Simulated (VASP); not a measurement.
Wanted: the native input for a VASP 6.6.1 run.

| Quantity | Value |
| --- | --- |
| Task | relaxation of cell and atoms |
| Functional | LDA |
| Potentials or basis | VASP PAW LDA potentials, release 64 (Sc_sv, F) |
| Cutoff | 600 eV |
| k mesh | 8 × 8 × 8 |
| Occupations | gaussian, width 0.02 eV |
| Spin | no spin polarisation |
| Dipole correction | no |
| Further INCAR settings | ALGO = Normal; EDIFF = 1e-06; IBRION = 2; EDIFFG = -0.002; NSW = 100; ISIF = 3 |

The structure of ScF3 (k07) lies in POSCAR:

```
ScF3
1.0
    4.0124500000      0.0000000000      0.0000000000
    0.0000000000      4.0124500000      0.0000000000
    0.0000000000      0.0000000000      4.0124500000
Sc F
1 3
Direct
    0.0000000000      0.0000000000      0.0000000000
    0.5000000000      0.0000000000      0.0000000000
    0.0000000000      0.5000000000      0.0000000000
    0.0000000000      0.0000000000      0.5000000000
```

One way to write it, as run:

INCAR

```
ALGO = Normal
EDIFF = 1E-6
EDIFFG = -0.002
ENCUT = 600
IBRION = 2
ISIF = 3
ISMEAR = 0
LASPH = T
LCHARG = F
LREAL = F
LWAVE = F
NELM = 100
NSW = 100
PREC = Accurate
SIGMA = 0.02
```

KPOINTS

```
k-points
0
Gamma
  8 8 8
```

Potentials or basis: VASP PAW LDA potentials, release 64 (Sc_sv, F).

Run with:

```sh
$ cat potpaw_LDA.64/Sc_sv/POTCAR potpaw_LDA.64/F/POTCAR > POTCAR
$ mpirun -np 1 vasp_std > vasp.out
```

It gave:

* Relaxed volume: 15.77 Å³/atom
* Relaxed cell: a = 3.980 Å, b = 3.980 Å, c = 3.980 Å, α = 90.00°, β = 90.00°, γ = 90.00°
* Space group after relaxing (to 0.05 Å): Pm-3m (No. 221)
* Energy gained by relaxing: 3.0 meV/atom
* Ionic steps: 3
* Pressure after relaxing: 0.0 GPa
* Band gap on the k mesh: 6.31 eV, indirect (least direct gap 6.84 eV)

It took 52 s on 1 thread of Intel(R) Xeon(R) 6975P-C (Granite Rapids) (shared host), peak memory 0.19 GiB.
